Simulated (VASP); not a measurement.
A convergence study with VASP on Pt (fcc): a few settings are varied, all else stays as given below, so the limit is that of these other settings. The cell's lengths are 1 % over those of the tabulated start, so it is off equilibrium.

```yaml
crystal:
  lattice:
    - [0.00000, 1.97960, 1.97960]
    - [1.97960, 0.00000, 1.97960]
    - [1.97960, 1.97960, 0.00000]
  atoms:
    - { symbol: Pt, position: [0.00000, 0.00000, 0.00000] }
```

Method: PBE GGA, VASP's PBE PAW potentials (set 64) (plane waves; VASP 6.6.1). The last row used: ADDGRID = .TRUE., 500 eV cut-off, 18×18×18 Γ-centred mesh, first-order Methfessel-Paxton smearing of 0.10 eV, potentials Pt.

```tsv
setting	E (eV/atom)	pressure (GPa)	plane waves
ADDGRID = unset, ENCUT = 200, PREC = Low	-6.0225	-26.44	113
ADDGRID = unset, ENCUT = 200, PREC = Normal	-6.0203	-26.35	113
ADDGRID = .TRUE., ENCUT = 200, PREC = Normal	-6.0202	-26.35	113
ADDGRID = .TRUE., ENCUT = 200, PREC = Accurate	-6.0119	-26.49	113
ADDGRID = unset, ENCUT = 300, PREC = Low	-6.0996	0.73	193
ADDGRID = unset, ENCUT = 300, PREC = Normal	-6.0975	0.82	193
ADDGRID = .TRUE., ENCUT = 300, PREC = Normal	-6.0975	0.81	193
ADDGRID = .TRUE., ENCUT = 300, PREC = Accurate	?	0.82	193
ADDGRID = unset, ENCUT = 400, PREC = Low	?	?	295
ADDGRID = unset, ENCUT = 400, PREC = Normal	-6.0933	1.52	295
ADDGRID = .TRUE., ENCUT = 400, PREC = Normal	-6.0933	1.52	295
ADDGRID = .TRUE., ENCUT = 400, PREC = Accurate	-6.0933	1.52	295
ADDGRID = unset, ENCUT = 500, PREC = Low	-6.0940	1.52	411
ADDGRID = unset, ENCUT = 500, PREC = Normal	-6.0936	1.51	411
ADDGRID = .TRUE., ENCUT = 500, PREC = Normal	-6.0936	1.51	411
ADDGRID = .TRUE., ENCUT = 500, PREC = Accurate	-6.0936	1.51	411
```

**Question.** Complete the blanks.

**Answer.** 
- ADDGRID = unset, ENCUT = 400, PREC = Low, E (eV/atom): -6.0942
- ADDGRID = unset, ENCUT = 400, PREC = Low, pressure (GPa): 1.50
- ADDGRID = .TRUE., ENCUT = 300, PREC = Accurate, E (eV/atom): -6.0976

Left out are rungs that failed or repeat a setting and relaxations that didn't move; long series are thinned to 24 rows.

The compound is Pt in the fcc structure. The cell was not relaxed at this level.
